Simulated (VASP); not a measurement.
Here is the system:

```
WN2
1.0
    2.88563     0.00000     0.00000
   -1.44281     2.49903     0.00000
    0.00000     0.00000     3.87572
W N
1 2
Direct
  0.66667   0.33333   0.50000
  0.00000   0.00000   0.81943
  0.00000   0.00000   0.18057
```

Method: LDA (Ceperley-Alder, Perdew-Zunger), VASP's LDA PAW potentials (set 64) (plane waves; VASP). Run with 520 eV cut-off, Gaussian smearing of 0.050 eV, potentials W_sv N.

Unless said otherwise, spin-orbit coupling is left out, though it shifts the bands of the heavy elements here.

### Question
Predict the band gap (along the path) with the smallest direct gap where there is one.

### Answer

| Quantity | Value |
|---|---|
| band gap (along the path) | 1.21 eV |
| smallest direct gap (along the path) | 1.51 eV |

The structure comes from a computed database's WN2 entry (P-6m2); how it stands against other phases isn't given here. It was relaxed first.
